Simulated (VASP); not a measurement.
**LaC (relaxed from the NiAs type structure, space group P6_3/mmc): computed properties**

The numbers are results of PBE GGA, VASP's PBE PAW potentials (set 64) (plane waves; VASP), not measurements.

| Quantity | Result |
|---|---|
| space group | P6_3/mmc (194) |
| cell | a = b = 3.740 Å, c = 6.549 Å, α = β = 90.00°, γ = 120.00° |
| volume per atom | 19.84 Å^3/atom |
| band gap (over mesh and band path) | none (metal, semimetal or under 0.01 eV) |
| density | 6.32 g/cm³ |

```cif
data_C2La2
_chemical_formula_sum 'La2 C2'
_space_group_name_H-M_alt 'P 1'
_space_group_IT_number 1
_cell_length_a 3.74041
_cell_length_b 3.74041
_cell_length_c 6.54947
_cell_angle_alpha 90.000
_cell_angle_beta 90.000
_cell_angle_gamma 120.000
loop_
_space_group_symop_operation_xyz
  'x, y, z'
loop_
_atom_site_label
_atom_site_type_symbol
_atom_site_fract_x
_atom_site_fract_y
_atom_site_fract_z
_atom_site_occupancy
La1 La 0.00000 0.00000 0.00000 1
La2 La 0.00000 0.00000 0.50000 1
C1 C 0.33333 0.66667 0.25000 1
C2 C 0.66667 0.33333 0.75000 1
```

The structure was generated: LaC was put into the NiAs type type (P6_3/mmc), which need not be its known phase. It was relaxed first, which changed the volume by -28 %. Symmetry was kept, so distortions that lower it aren't found.
